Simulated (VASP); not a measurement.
Data:

```yaml
crystal:
  lattice:
    - [2.09804, -3.63390, 0.00000]
    - [2.09804, 3.63390, 0.00000]
    - [0.00000, 0.00000, 6.81490]
  atoms:
    - { symbol: Cd, position: [0.66667, 0.33333, 0.50000] }
    - { symbol: Cd, position: [0.33333, 0.66667, 0.00000] }
    - { symbol: S, position: [0.66667, 0.33333, 0.87700] }
    - { symbol: S, position: [0.33333, 0.66667, 0.37700] }
```

Computed with PBE GGA with spin-orbit coupling, VASP's PBE PAW potentials (set 64) (plane waves; VASP). Numerical set-up: 400 eV cut-off, 6×6×3 Γ-centred mesh, Gaussian smearing of 0.050 eV, potentials Cd S.

### Question
Estimate the energy per atom (σ→0), band gap (over mesh and band path) with the smallest direct gap where there is one.

### Answer

| Quantity | Value |
|---|---|
| band gap (over mesh and band path) | 1.10 eV |
| smallest direct gap (over mesh and band path) | 1.10 eV |
| energy per atom (σ→0) | -3.087 eV/atom |

The absolute energy has meaning only against runs of the same code, potentials and settings.

The compound is CdS in the wurtzite structure. It was relaxed first.
